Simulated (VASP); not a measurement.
Method: LDA (Ceperley-Alder, Perdew-Zunger), VASP's LDA PAW potentials (set 64) (plane waves; VASP).

VASP input:

INCAR:
```
SYSTEM  =  Ru
PREC  =  Accurate; ENCUT  =  400; LREAL  =  .FALSE.
LASPH  =  .TRUE.
EDIFF  =  1E-8; NELM  =  100; ALGO  =  Normal
LMAXMIX  =  4
ISMEAR  =  1; SIGMA  =  0.1
IBRION  =  1; NSW  =  30; ISIF  =  2
EDIFFG  =  -0.001
LWAVE  =  .FALSE.; LCHARG  =  .FALSE.
```

### KPOINTS
```
K-points
0
G
 14 14 8
0 0 0
```

**POSCAR**
```
Ru
1
    1.3382570937    -2.3179294299     0.0000000000
    1.3382570937     2.3179294299     0.0000000000
    0.0000000000    -0.0000000000     4.2208441752
Ru
2
Direct
  0.3333330000   0.6666670000   0.2500000000
  0.6666670000   0.3333330000   0.7500000000
```

POTCAR, in this order: Ru_pv (LDA.64 set). Program: vasp_std.

Problem. Predict the energy per atom (σ→0), band gap (on the k-mesh).

Solution. 
```yaml
energy per atom (σ→0): -1031.5 kJ/mol of atoms
band gap (on the k-mesh): none (metal, semimetal or under 0.01 eV)
```

### OSZICAR
```
...
DAV:   7    -0.213950057700E+02    0.10274E+00   -0.27322E-01  4446   0.483E+00    0.126E+00
DAV:   8    -0.213828581379E+02    0.12148E-01   -0.96969E-03  4410   0.124E+00    0.163E-01
DAV:   9    -0.213827952704E+02    0.62868E-04   -0.41727E-04  5576   0.219E-01    0.302E-02
DAV:  10    -0.213828181402E+02   -0.22870E-04   -0.93057E-06  4576   0.279E-02    0.403E-03
DAV:  11    -0.213828180871E+02    0.53065E-07   -0.30844E-07  6134   0.426E-03    0.162E-03
DAV:  12    -0.213828180715E+02    0.15643E-07   -0.14116E-08  2874   0.136E-03    0.125E-04
DAV:  13    -0.213828180652E+02    0.63119E-08   -0.12318E-09  2340   0.329E-04
   1 F= -.21382818E+02 E0= -.21382440E+02  d E =-.213828E+02
```

The compound is Ru in the hcp structure. It was relaxed first. The start is the result of an earlier pass.
